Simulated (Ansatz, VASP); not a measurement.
# TiNF: VASP beside Ansatz, part 2 of 2

Aim: how closely do two programs agree when they are given the same cell, functional and k mesh? The structure shown is the start of the Ansatz relaxation below; VASP solves that cell, so the two are compared at the walk's first step.

VASP 6.6.1 and Ansatz 0.2.0.

So far: Set-up; Ansatz: relaxation, PBEsol with D3(BJ).

### Step 3. VASP: single point, PBEsol with D3(BJ), start cell

Level of this step: PBEsol with D3(BJ), no spin polarisation; plane waves and PAW (F, Ti_sv, N) (VASP).

The same cell, functional, mesh and smearing now go to VASP, with its own data sets.

Lines of VASP's logs that name or quote its potential files are left out, and so is its time.

INCAR reads:

```
SYSTEM = TiNF
PREC = Accurate
ENCUT = 520
EDIFF = 1E-06
NELM = 120
ISMEAR = -1
SIGMA = 0.02
LREAL = .FALSE.
ALGO = Normal
GGA = PS
IVDW = 12
NBANDS = 60
LASPH = .TRUE.
LORBIT = 11
LWAVE = .FALSE.
LCHARG = .FALSE.
ISIF = 2
GGA_COMPAT = .FALSE.
EFERMI = MIDGAP
KPAR = 2
```

POSCAR reads:

```
TiNF
1.0
    3.0620040000      0.0000000000      0.0000000000
    0.0000000000      3.9643870000      0.0000000000
    0.0000000000      0.0000000000     27.2056990000
F Ti N
4 4 4
Direct
    0.5000000000      0.4999998739      0.7243224664
    0.0000000000      0.9999998739      0.5649855201
    0.5000000000      0.4999998739      0.4350144799
    0.0000000000      0.9999998739      0.2756775336
    0.0000000000      0.4999998739      0.6747668935
    0.5000000000      0.9999998739      0.6145410930
    0.0000000000      0.4999998739      0.3854589070
    0.5000000000      0.9999998739      0.3252331065
    0.0000000000      0.9999998739      0.6622103700
    0.5000000000      0.4999998739      0.6270976166
    0.0000000000      0.9999998739      0.3729023834
    0.5000000000      0.4999998739      0.3377896300
```

KPOINTS reads:

```
Automatic mesh
0
Gamma
8 6 1
0 0 0
```

Potentials, in the order of the species: F, Ti_sv and N (PBE family, release 64).

Run with:

```
$ mpirun -np 2 vasp_std
```

Numbers of over 12 decimals in the logs are rounded to 6 here.

The log of the run:

```text
[banner, memory and clock lines left out]
running    2 mpi-ranks, on    1 nodes
 distrk:  each k-point on    1 cores,    2 groups
 distr:  one band on    1 cores,    1 groups

 POSCAR found type information on POSCAR F TiN
 POSCAR found :  3 types and      12 ions
|                                                                             |
|               ----> ADVICE to this user running VASP <----                  |
|                                                                             |
|     You enforced a specific xc type in the INCAR file but a different       |
|     [... a line on the potential file left out ...]
|     I HOPE YOU KNOW WHAT YOU ARE DOING!                                     |
|                                                                             |

 LDA part: xc-table for (Slater+PW92), standard interpolation
 POSCAR, INCAR and KPOINTS ok, starting setup
 FFT: planning ... GRIDC
 FFT: planning ... GRID_SOFT
 FFT: planning ... GRID
 WAVECAR not read
 entering main loop
       N       E                     dE             d eps       ncg     rms          rms(c)
DAV:   1     0.130009114697E+04    0.13001E+04   -0.48734E+04  2632   0.156E+03
DAV:   2     0.931846455885E+02   -0.12069E+04   -0.11536E+04  2820   0.479E+02
DAV:   3    -0.114023740868E+03   -0.20721E+03   -0.20488E+03  3296   0.194E+02
DAV:   4    -0.132447929211E+03   -0.18424E+02   -0.18395E+02  3688   0.552E+01
DAV:   5    -0.133754557734E+03   -0.13066E+01   -0.13064E+01  3576   0.129E+01    0.418E+01
DAV:   6    -0.105326029498E+03    0.28429E+02   -0.21842E+02  3312   0.897E+01    0.179E+01
DAV:   7    -0.103707426201E+03    0.16186E+01   -0.44119E+01  3112   0.365E+01    0.112E+01
DAV:   8    -0.103642815983E+03    0.64610E-01   -0.14314E+01  3004   0.227E+01    0.770E+00
DAV:   9    -0.102891550964E+03    0.75127E+00   -0.58878E+00  3000   0.138E+01    0.153E+00
DAV:  10    -0.102879600026E+03    0.11951E-01   -0.27611E-01  3540   0.310E+00    0.637E-01
DAV:  11    -0.102880257778E+03   -0.65775E-03   -0.35899E-02  3356   0.143E+00    0.329E-01
DAV:  12    -0.102879109705E+03    0.11481E-02   -0.61609E-03  3312   0.656E-01    0.189E-01
DAV:  13    -0.102878761146E+03    0.34856E-03   -0.58231E-03  3096   0.398E-01    0.917E-02
DAV:  14    -0.102878948921E+03   -0.18778E-03   -0.18989E-03  3228   0.242E-01    0.727E-02
[...]
DAV:  20    -0.102879483880E+03   -0.28040E-04   -0.94218E-06  2104   0.110E-02    0.372E-03
DAV:  21    -0.102879512681E+03   -0.28801E-04   -0.28194E-06  1808   0.858E-03    0.299E-03
DAV:  22    -0.102879548151E+03   -0.35469E-04   -0.10409E-06  1464   0.421E-03    0.160E-03
DAV:  23    -0.102879566517E+03   -0.18367E-04   -0.57545E-07  1292   0.273E-03    0.901E-04
DAV:  24    -0.102879589276E+03   -0.22759E-04   -0.14884E-06  1644   0.406E-03    0.157E-03
DAV:  25    -0.102879593689E+03   -0.44133E-05   -0.19304E-07  1208   0.255E-03    0.665E-04
DAV:  26    -0.102879595113E+03   -0.14240E-05   -0.12331E-07  1200   0.146E-03    0.327E-04
DAV:  27    -0.102879595727E+03   -0.61367E-06   -0.52481E-08  1200   0.101E-03
   1 F= -.10444042E+03 E0= -.10444042E+03  d E =-.509523E-08
```

From OUTCAR (step 3):

```text
ion  position               nearest neighbor table
   1  0.500  0.500  0.724-   5 2.04   5 2.04
   2  0.000  1.000  0.565-   6 2.04   6 2.04
   3  0.500  0.500  0.435-   7 2.04   7 2.04
   4  0.000  1.000  0.276-   8 2.04   8 2.04
   5  0.000  0.500  0.675-  10 2.01  10 2.01   9 2.01   9 2.01   1 2.04   1 2.04
   6  0.500  1.000  0.615-   9 2.01   9 2.01  10 2.01  10 2.01   2 2.04   2 2.04
   7  0.000  0.500  0.385-  12 2.01  12 2.01  11 2.01  11 2.01   3 2.04   3 2.04
   8  0.500  1.000  0.325-  11 2.01  11 2.01  12 2.01  12 2.01   4 2.04   4 2.04
   9  0.000  1.000  0.662-   6 2.01   6 2.01   5 2.01   5 2.01
  10  0.500  0.500  0.627-   5 2.01   5 2.01   6 2.01   6 2.01
  11  0.000  1.000  0.373-   8 2.01   8 2.01   7 2.01   7 2.01
  12  0.500  0.500  0.338-   7 2.01   7 2.01   8 2.01   8 2.01

  LATTYP: Found a simple orthorhombic cell.
 ALAT       =     3.0620040000
 B/A-ratio  =     1.2947034034
 C/A-ratio  =     8.8849325474

 Subroutine GETGRP returns: Found  8 space group operations
 (whereof  4 operations were pure point group operations)

The static configuration has the point symmetry C_2v.
 The point group associated with its full space group is D_2h.

 Found     20 irreducible k-points:

   k-points           NKPTS =     20   k-points in BZ     NKDIM =     20   number of bands    NBANDS=     60

   dimension x,y,z NGX =    24 NGY =   30 NGZ =  210
   dimension x,y,z NGXF=    48 NGYF=   60 NGZF=  420

   ENCUT  =  520.0 eV  38.22 Ry    6.18 a.u.   5.69  7.37 50.58*2*pi/ulx,y,z

   NELECT =      96.0000    total number of electrons

 k-points in reciprocal lattice and weights: Automatic mesh
   0.00000000  0.00000000  0.00000000       0.021
   0.12500000  0.00000000  0.00000000       0.042
   0.25000000  0.00000000  0.00000000       0.042
   0.37500000  0.00000000  0.00000000       0.042
   0.50000000  0.00000000  0.00000000       0.021
   0.00000000  0.16666667  0.00000000       0.042
   0.12500000  0.16666667  0.00000000       0.083
   0.25000000  0.16666667  0.00000000       0.083
   0.37500000  0.16666667  0.00000000       0.083
[...]
0.37500000  0.50000000  0.00000000       0.042
   0.50000000  0.50000000  0.00000000       0.021

 average (electrostatic) potential at core
       1 -81.2901       2 -81.2921       3 -81.2921       4 -81.2901       5 -83.3160
       6 -83.3163       7 -83.3163       8 -83.3160       9 -69.6678      10 -69.6673
      11 -69.6674      12 -69.6678

 E-fermi :  -1.4798

 k-point     1 :       0.0000    0.0000    0.0000
  band No.  band energies     occupation
    ...
     44      -4.4292      2.00000
     45      -3.0607      2.00000
     46      -3.0603      2.00000
     47      -1.8046      2.00000
     48      -1.8046      2.00000
     49      -1.1551      0.00000
     50      -1.1550      0.00000
     51      -0.3982      0.00000
     52      -0.3974      0.00000
     53      -0.2252      0.00000
    ...

 k-point     2 :       0.1250    0.0000    0.0000
  band No.  band energies     occupation
    ...
     44      -3.8641      2.00000
     45      -3.4201      2.00000
     46      -3.4147      2.00000
     47      -2.3684      2.00000
     48      -2.3683      2.00000
     49      -0.7886      0.00000
     50      -0.7883      0.00000
     51      -0.1458      0.00000
     52      -0.1454      0.00000
     53      -0.1036      0.00000
    ...

 k-point     3 :       0.2500    0.0000    0.0000
  band No.  band energies     occupation
    ...
     44      -3.9685      2.00000
     45      -3.2693      2.00000
     46      -3.2599      2.00000
     47      -3.2294      2.00000
     48      -3.2289      2.00000
     49      -0.4087      0.00000
     50      -0.4085      0.00000
     51      -0.0201      0.00000
     52      -0.0177      0.00000
     53       0.1091      0.00000
    ...

 Edisp (eV)   -1.56083

  Total      -7.42945    -6.62536    -5.16725     0.00000     0.00000     0.00000
  in kB     -36.04338   -32.14243   -25.06849     0.00000     0.00000     0.00000
  external pressure =      -31.08 kB  Pullay stress =        0.00 kB

  energy-cutoff  :      520.00
  volume of cell :      330.25
      direct lattice vectors                 reciprocal lattice vectors
     3.062004000  0.000000000  0.000000000     0.326583505  0.000000000  0.000000000
     0.000000000  3.964387000  0.000000000     0.000000000  0.252245807  0.000000000
     0.000000000  0.000000000 27.205699000     0.000000000  0.000000000  0.036757004

 POSITION                                       TOTAL-FORCE (eV/Angst)
 -----------------------------------------------------------------------------------
      1.53100      1.98219     19.70570         0.000000      0.000000     -0.394137
      0.00000      3.96439     15.37083         0.000000      0.000000      0.376088
      1.53100      1.98219     11.83487         0.000000      0.000000     -0.376088
      0.00000      3.96439      7.50000         0.000000      0.000000      0.394137
      0.00000      1.98219     18.35750         0.000000      0.000000     -0.213214
      1.53100      3.96439     16.71902         0.000000      0.000000      0.158762
      0.00000      1.98219     10.48668         0.000000      0.000000     -0.158762
      1.53100      3.96439      8.84819         0.000000      0.000000      0.213214
      0.00000      3.96439     18.01590         0.000000      0.000000     -0.170416
      1.53100      1.98219     17.06063         0.000000      0.000000      0.162830
      0.00000      3.96439     10.14507         0.000000      0.000000     -0.162830
      1.53100      1.98219      9.18980         0.000000      0.000000      0.170416
 -----------------------------------------------------------------------------------
    total drift:                                0.000000      0.008114     -0.002151

  FREE ENERGIE OF THE ION-ELECTRON SYSTEM (eV)
  ---------------------------------------------------
  free  energy   TOTEN  =      -104.4404214425 eV

  energy  without entropy=     -104.4404214374  energy(sigma->0) =     -104.44042144

 total charge
# of ion       s       p       d       tot
------------------------------------------
    1        1.738   4.329   0.000   6.067
    2        1.738   4.329   0.000   6.067
    3        1.738   4.329   0.000   6.067
    4        1.738   4.329   0.000   6.067
    5        2.207   6.262   1.815  10.284
    6        2.207   6.262   1.815  10.284
    7        2.207   6.262   1.815  10.284
    8        2.207   6.262   1.815  10.284
    9        1.268   2.469   0.000   3.737
   10        1.268   2.469   0.000   3.737
   11        1.268   2.469   0.000   3.737
   12        1.268   2.469   0.000   3.737
--------------------------------------------------
tot         20.852  52.240   7.261  80.352

[... 3 further parts left out ...]
```

### Step 4. Side by side

Known differences besides the potentials themselves: the cutoff is 420 eV in Ansatz and 520 eV in VASP; Ansatz makes its cores anew for this functional, VASP keeps those of its PBE data sets. Total energies have different zeros and are not compared.

Forces on 7 of the 12 atoms, those with the largest forces and the largest differences (eV/Å; atoms numbered as in POSCAR):

```tsv
atom	Ansatz x, y, z	VASP x, y, z
F1	0.000, 0.000, -0.445	0.000, 0.000, -0.394
F2	0.000, 0.000, 0.427	0.000, 0.000, 0.376
F3	0.000, 0.000, -0.427	0.000, 0.000, -0.376
F4	0.000, 0.000, 0.445	0.000, 0.000, 0.394
Ti5	0.000, 0.000, -0.213	0.000, 0.000, -0.213
Ti8	0.000, 0.000, 0.213	0.000, 0.000, 0.213
N12	0.000, 0.000, 0.188	0.000, 0.000, 0.170
```

The forces differ by 18 meV/Å r.m.s., which is 11.7 % of the r.m.s. force of 0.153 eV/Å (both taken over all components). Where the cell holds vacuum, a pressure given here is an average over it and none of the material.

### Step 5. Results

- r.m.s. force difference (single point, PBEsol with D3(BJ), start cell): 18 meV/Å

The r.m.s. force difference is 18 meV/Å (single point, PBEsol with D3(BJ), start cell), beyond the 12 meV/Å picked in this series as the mark of a large difference. What causes the difference of the single point, PBEsol with D3(BJ), start cell pair stays open here. How closely two codes agree says nothing of how well the functional describes the real material.

[Lines on the potential files, build, host, timing and source positions are cut from VASP's logs without a mark.]

[Logs are printed without paths, hosts, clocks, repeated set-up lines and the standing remarks that a program may print on its own settings, such as how far it seeks lower states.]

[Hosts, paths, dates, database ids (printed as entryN), source tags and the programs' standing remarks are cut or masked in the printed files.]
